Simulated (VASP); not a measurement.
OSZICAR of a VASP run on Hf (hcp):

### OSZICAR
```
       N       E                     dE             d eps       ncg     rms          rms(c)
DAV:   1     0.466455492404E+02    0.46646E+02   -0.11617E+04  2940   0.133E+03
DAV:   2    -0.185458862155E+02   -0.65191E+02   -0.63973E+02  3726   0.266E+02
DAV:   3    -0.203640400877E+02   -0.18182E+01   -0.17767E+01  3966   0.300E+01
DAV:   4    -0.203806254126E+02   -0.16585E-01   -0.16577E-01  3402   0.343E+00
DAV:   5    -0.203808508257E+02   -0.22541E-03   -0.22539E-03  3920   0.328E-01    0.689E+01
DAV:   6    -0.199229248119E+02    0.45793E+00   -0.41328E-01  3090   0.514E+00    0.409E+01
DAV:   7    -0.197574280260E+02    0.16550E+00   -0.70733E-01  3108   0.645E+00    0.207E+00
DAV:   8    -0.197495192995E+02    0.79087E-02   -0.45894E-02  3192   0.168E+00    0.116E-01
DAV:   9    -0.197496096539E+02   -0.90354E-04   -0.95682E-04  4074   0.247E-01    0.193E-01
DAV:  10    -0.197496036122E+02    0.60417E-05   -0.65291E-05  3264   0.667E-02    0.344E-01
DAV:  11    -0.197496028259E+02    0.78635E-06   -0.13075E-05  3498   0.291E-02    0.138E-02
DAV:  12    -0.197496031446E+02   -0.31866E-06   -0.70921E-07  2160   0.720E-03
   1 F= -.17163361E+02 E0= -.17163878E+02  d E =-.171634E+02
```

Question: Which electronic solver shows in the log?

Answer: It is blocked Davidson (ALGO = Normal, or the opening steps of other solvers). The INCAR had ALGO = Normal.

Question: Can the final energy be trusted as converged?

Answer: The calculation finished and met its thresholds. It stopped with EDIFF = 1E-6, NELM = 100, NSW = 40 and EDIFFG = -0.02 after 1 ionic step (PBE GGA, plane waves, VASP's PBE PAW potentials (set 64)).

The compound is Hf in the hcp structure. It was relaxed first under an external pressure of 10 GPa.
